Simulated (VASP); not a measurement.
# Na3Al (Fm-3m) in VASP: further runs, part 2 of 2

VASP 6.6.1. Earlier steps stand in the parts before.

## (3) Single point, LDA

Contents of INCAR:

```
PREC = Accurate
ENCUT = 520
EDIFF = 1E-6
ISMEAR = 1
SIGMA = 0.1
LREAL = F
LASPH = T
NELM = 100
ALGO = Normal
ISIF = 2
LWAVE = F
LCHARG = F
GGA = CA
NBANDS = 20
```

Contents of KPOINTS:

```
Automatic mesh
0
Gamma
  3 3 3
```

Contents of POSCAR:

```
Na3Al
1.0
    0.0000000000      3.8330040000      3.8330040000
    3.8330040000      0.0000000000      3.8330040000
    3.8330040000      3.8330040000      0.0000000000
Na Al
3 1
Direct
    0.2500000000      0.2500000000      0.2500000000
    0.7500000000      0.7500000000      0.7500000000
    0.5000000000      0.5000000000      0.5000000000
    0.0000000000      0.0000000000      0.0000000000
```

Potentials or basis: VASP PAW LDA potentials, release 64 (Na_pv, Al).

Run with:

```console
$ cat potpaw_LDA.64/Na_pv/POTCAR potpaw_LDA.64/Al/POTCAR > POTCAR
$ mpirun -np 1 vasp_std > vasp.out
```

OUTCAR:

```text
PREC = Accurate
   ENCUT = 520
   EDIFF = 1E-6
   ISMEAR = 1
   LREAL = F
   LASPH = T
   NELM = 100
   ISIF = 2
   GGA = CA

 ion  position               nearest neighbor table
   1  0.250  0.250  0.250-
   2  0.750  0.750  0.750-
   3  0.500  0.500  0.500-
   4  0.000  0.000  0.000-

  LATTYP: Found a face centered cubic cell.
 ALAT       =     7.6660080000

  Lattice vectors:

 A1 = (   0.0000000000,   3.8330040000,   3.8330040000)
 A2 = (   3.8330040000,   0.0000000000,   3.8330040000)
 A3 = (   3.8330040000,   3.8330040000,   0.0000000000)

Analysis of symmetry for initial positions (statically):
=====================================================================
 Subroutine PRICEL returns:
 Original cell was already a primitive cell.

 Routine SETGRP: Setting up the symmetry group for a
 face centered cubic supercell.

 Subroutine GETGRP returns: Found 48 space group operations
 (whereof 48 operations were pure point group operations)
 out of a pool of 48 trial point group operations.

The static configuration has the point symmetry O_h .

Analysis of symmetry for dynamics (positions and initial velocities):
=====================================================================
 Subroutine PRICEL returns:
 Original cell was already a primitive cell.

 Routine SETGRP: Setting up the symmetry group for a
 face centered cubic supercell.

 Subroutine GETGRP returns: Found 48 space group operations
 (whereof 48 operations were pure point group operations)
 out of a pool of 48 trial point group operations.

The dynamic configuration has the point symmetry O_h .

 Subroutine INISYM returns: Found 48 space group operations
 (whereof 48 operations are pure point group operations),
 and found     1 'primitive' translations

----------------------------------------------------------------------------------------

                                     Primitive cell

  volume of cell :     112.6284

  direct lattice vectors                    reciprocal lattice vectors
     0.000000000  3.833004000  3.833004000    -0.130445990  0.130445990  0.130445990
     3.833004000  0.000000000  3.833004000     0.130445990 -0.130445990  0.130445990
     3.833004000  3.833004000  0.000000000     0.130445990  0.130445990 -0.130445990

  length of vectors
     5.420686241  5.420686241  5.420686241     0.225939082  0.225939082  0.225939082

  position of ions in fractional coordinates (direct lattice)
     0.250000000  0.250000000  0.250000000
     0.750000000  0.750000000  0.750000000
     0.500000000  0.500000000  0.500000000
     0.000000000  0.000000000  0.000000000

  ion indices of the primitive-cell ions
   primitive index   ion index
                 1           1
                 2           2
                 3           3
                 4           4

----------------------------------------------------------------------------------------

 KPOINTS: Automatic mesh

Automatic generation of k-mesh.
 Grid dimensions read from file:
 generate k-points for:    3    3    3

 Generating k-lattice:

  Cartesian coordinates                     Fractional coordinates (reciprocal lattice)
    -0.043481997  0.043481997  0.043481997     0.333333333  0.000000000  0.000000000
     0.043481997 -0.043481997  0.043481997     0.000000000  0.333333333  0.000000000
     0.043481997  0.043481997 -0.043481997     0.000000000  0.000000000  0.333333333

  Length of vectors
     0.075313027  0.075313027  0.075313027

  Shift w.r.t. Gamma in fractional coordinates (k-lattice)
     0.000000000  0.000000000  0.000000000

 Subroutine IBZKPT returns following result:
 ===========================================

 Found      4 irreducible k-points:

 Following reciprocal coordinates:
            Coordinates               Weight
  0.000000  0.000000  0.000000      1.000000
  0.333333  0.000000  0.000000      8.000000
  0.333333  0.333333  0.000000      6.000000
 -0.333333  0.333333  0.000000     12.000000
   k-points           NKPTS =      4   k-points in BZ     NKDIM =      4   number of bands    NBANDS=     20
   number of dos      NEDOS =    301   number of ions     NIONS =      4
   total plane-waves  NPLWV =  64000
   dimension x,y,z NGX =    40 NGY =   40 NGZ =   40
   dimension x,y,z NGXF=    80 NGYF=   80 NGZF=   80
   ions per type =               3   1
   NGX,Y,Z   is equivalent  to a cutoff of  12.27, 12.27, 12.27 a.u.
   NGXF,Y,Z  is equivalent  to a cutoff of  24.54, 24.54, 24.54 a.u.
 SYSTEM =  unknown system
   PREC   = accura    normal or accurate (medium, high low for compatibility)
   ISTART =      0    job   : 0-new  1-cont  2-samecut
   ICHARG =      2    charge: 1-file 2-atom 10-const
   ISPIN  =      1    spin polarized calculation?
   LNONCOLLINEAR =      F non collinear calculations
   LSORBIT =      F    spin-orbit coupling
   LASPH  =      T    aspherical Exc in radial PAW
   ENCUT  =  520.0 eV  38.22 Ry    6.18 a.u.  10.08 10.08 10.08*2*pi/ulx,y,z
   NELM   =    100;   NELMIN=  2; NELMDL= -5     # of ELM steps
   EDIFF  = 0.1E-05   stopping-criterion for ELM
   LREAL  =      F    real-space projection
   EDIFFG = 0.1E-04   stopping-criterion for IOM
   NSW    =      0    number of steps for IOM
   IBRION =     -1    ionic relax: 0-MD 1-quasi-New 2-CG
   NFREE  =      0    steps in history (QN), initial steepest desc. (CG)
   ISIF   =      2    stress and relaxation
   ISYM   =      2    0-nonsym 1-usesym 2-fastsym
   POTIM  = 0.5000    time-step for ionic-motion
   TEBEG  =    0.0;   TEEND  =   0.0 temperature during run
   PSTRESS=    0.0 pullay stress
   NELECT =      24.0000    total number of electrons
   NUPDOWN=      -1.0000    fix difference up-down
   EMIN   =  10.00;   EMAX   =-10.00  energy-range for DOS
   EFERMI =   0.00;   METHOD = LEGACY
   ISMEAR =     1;   SIGMA  =   0.10  broadening in eV -4-tet -1-fermi 0-gaus
   EFERMI_NEDOS =   21; number of points for ismear=-14 and -15
   IALGO  =     38    algorithm
   IMIX   =      4    mixing-type and parameters
     AMIX     =   0.40;   BMIX     =  1.00
     AMIX_MAG =   1.60;   BMIX_MAG =  1.00
  volume/ion in A,a.u.               =      28.16       190.01
  Fermi-wavevector in a.u.,A,eV,Ry     =   0.977828  1.847828 13.009188  0.956148
  Thomas-Fermi vector in A             =   2.108556
   LORBIT       =      0    0 simple, 1 ext, 2 COOP (PROOUT), +10 PAW based schemes
   GGA     = CA    functional components
   LHFCALC =     F    Hartree Fock is set to
   AEXX    =    0.0000 exact exchange contribution
   IVDW    =     0    specifies the selected vdW correction
   LEPSILON=     F    determine dielectric tensor
   LRPA    =     F    only Hartree local field effects (RPA)
 non-spin polarized calculation
 Methfessel and Paxton  Order N= 1 SIGMA  =   0.10
  energy-cutoff  :      520.00
  volume of cell :      112.63
 maximum number of plane-waves:      3071
   NGX = 21   NGY = 21   NGZ = 21

 number of electron      23.9999979 magnetization

 Free energy of the ion-electron system (eV)
  ---------------------------------------------------
  ext. energy  EPLUGINS =         0.00000000
  ---------------------------------------------------
  free energy    TOTEN  =        -7.81318444 eV

  energy without entropy =       -7.80597774  energy(sigma->0) =       -7.81078221

 E-fermi :   1.5160     XC(G=0):  -7.7744

 val. band max:        1.3482724503   @ k =   0.3333   0.3333   0.0000
 cond. band min:       1.5385921278   @ k =  -0.3333   0.3333   0.0000
 fundamental gap:      0.1903196776
 Fermi energy:         1.5159551864

 k-point     1 :       0.0000    0.0000    0.0000
  band No.  band energies     occupation
      1     -23.5494      2.00000
      2     -23.5494      2.00000
      3     -23.5494      2.00000
      4     -23.0659      2.00000
      5     -23.0659      2.00000
      6     -23.0659      2.00000
[... 12 lines left out ...]
     19       6.1953      0.00000
     20       6.6994      0.00000

 k-point     2 :       0.3333    0.0000    0.0000
  band No.  band energies     occupation
      1     -23.5499      2.00000
      2     -23.5499      2.00000
      3     -23.5497      2.00000
      4     -23.0624      2.00000
      5     -23.0624      2.00000
      6     -23.0622      2.00000
[... 12 lines left out ...]
     19       6.3490      0.00000
     20       6.7379      0.00000

 k-point     3 :       0.3333    0.3333    0.0000
  band No.  band energies     occupation
      1     -23.5504      2.00000
      2     -23.5504      2.00000
      3     -23.5490      2.00000
      4     -23.0657      2.00000
      5     -23.0657      2.00000
      6     -23.0655      2.00000
[... 12 lines left out ...]
     19       7.2885      0.00000
     20       8.5812      0.00000

 k-point     4 :      -0.3333    0.3333    0.0000
  band No.  band energies     occupation
      1     -23.5503      2.00000
      2     -23.5502      2.00000
      3     -23.5496      2.00000
      4     -23.0681      2.00000
      5     -23.0636      2.00000
      6     -23.0622      2.00000
[... 12 lines left out ...]
     19       6.5385      0.00000
     20       8.6061      0.00000

------------------------ aborting loop because EDIFF is reached ----------------------------------------

  FORCE on cell =-STRESS in cart. coord.  units (eV):
  Direction    XX          YY          ZZ          XY          YZ          ZX
  --------------------------------------------------------------------------------------
  -------------------------------------------------------------------------------------
  Total       -1.0617684     -1.0617684     -1.0617684      0.0000000     -0.0000000      0.0000000
  in kB      -15.1040202    -15.1040202    -15.1040202      0.0000000     -0.0000000      0.0000000
  external PRESSURE =     -15.1040202 kB  Pullay stress =       0.0000000 kB

 VOLUME and BASIS-vectors are now :
 -----------------------------------------------------------------------------
  energy-cutoff  :      520.00
  volume of cell :      112.63
      direct lattice vectors                 reciprocal lattice vectors
     0.000000000  3.833004000  3.833004000    -0.130445990  0.130445990  0.130445990
     3.833004000  0.000000000  3.833004000     0.130445990 -0.130445990  0.130445990
     3.833004000  3.833004000  0.000000000     0.130445990  0.130445990 -0.130445990

 POSITION                                       TOTAL-FORCE (eV/Angst)
 -----------------------------------------------------------------------------------
      1.91650      1.91650      1.91650         0.000000      0.000000     -0.000000
      5.74951      5.74951      5.74951        -0.000000     -0.000000      0.000000
      3.83300      3.83300      3.83300        -0.000000      0.000000      0.000000
      0.00000      0.00000      0.00000        -0.000000      0.000000      0.000000
 -----------------------------------------------------------------------------------
    total drift:                               -0.000000     -0.000000      0.000000

  FREE ENERGIE OF THE ION-ELECTRON SYSTEM (eV)
  ---------------------------------------------------
  free  energy   TOTEN  =        -7.8131844432 eV

  energy  without entropy=       -7.8059777387  energy(sigma->0) =       -7.81078221
```

stdout:

```text
POSCAR found type information on POSCAR NaAl
 POSCAR found :  2 types and       4 ions
 scaLAPACK will be used
 LDA part: xc-table for (Slater(with rela. corr.)+CA(PZ))
 , standard interpolation
 POSCAR, INCAR and KPOINTS ok, starting setup
 FFT: planning ... GRIDC
 FFT: planning ... GRID_SOFT
 FFT: planning ... GRID
 WAVECAR not read
 entering main loop
```

Run time: 8.6 s. Hardware: 1 thread of Intel Xeon Platinum 8488C (Sapphire Rapids), shared host; peak memory 0.18 GiB.

Results:

```yaml
Free_energy: -7.8132 eV
Pressure: -1.5 GPa
Band_gap_on_the_k_mesh: none (metal or under the smearing width)
```

Caveat: the k mesh is coarse (spacing up to 0.47 Å⁻¹), so the values aren't converged.

## (4) Single point, LDA

Contents of INCAR:

```
SYSTEM = Na3Al
PREC = Accurate
ENCUT = 520
EDIFF = 1E-6
ISMEAR = 1
SIGMA = 0.1
LREAL = .False.
LASPH = .True.
NELM = 80
ALGO = Normal
ISIF = 2
LWAVE = .False.
LCHARG = .True.
GGA = CA
LELF = .True.
LVHAR = .True.
NBANDS = 20
```

Contents of KPOINTS:

```
Automatic mesh
0
Gamma
  5 5 5
  0 0 0
```

POSCAR is that of step 3.

Run with:

```console
$ cat potpaw_LDA.64/Na_pv/POTCAR potpaw_LDA.64/Al/POTCAR > POTCAR
$ mpirun -np 1 vasp_std > vasp.out
```

It took 24 s on 1 thread of Intel Xeon Platinum 8488C (Sapphire Rapids), shared host; peak memory 0.19 GiB.

It converged, with:

```
Free energy            : -7.8730 eV
Pressure               : -1.2 GPa
Band gap on the k mesh : none (metal or under the smearing width)
```

Levels at points of the mesh, in eV from the Fermi level:
| k point | band 9 | band 10 | band 11 | band 12 | band 13 | band 14 | band 15 | band 16 |
| --- | --- | --- | --- | --- | --- | --- | --- | --- |
| (0.00, 0.00, 0.00) | -24.25 | -5.38 | 1.16 | 1.16 | 1.16 | 1.51 | 3.28 | 3.28 |

## (5) Summary

```csv
k mesh,mesh quality,gap on the mesh (eV),pressure (GPa)
2 × 2 × 2,coarse,none,-1.0
3 × 3 × 3,coarse,none,-1.5
5 × 5 × 5,not flagged,none,-1.2
```

Alike in all rows: task single point; level LDA; potentials or basis VASP PAW LDA potentials, release 64 (Na_pv, Al); no spin polarisation; cell as given; cutoff (eV) 520; smearing methfessel-paxton 0.1 eV.

Caveats: some runs use coarse meshes.

Total energies depend on the potentials used, so only differences within one code and one set of settings carry meaning.
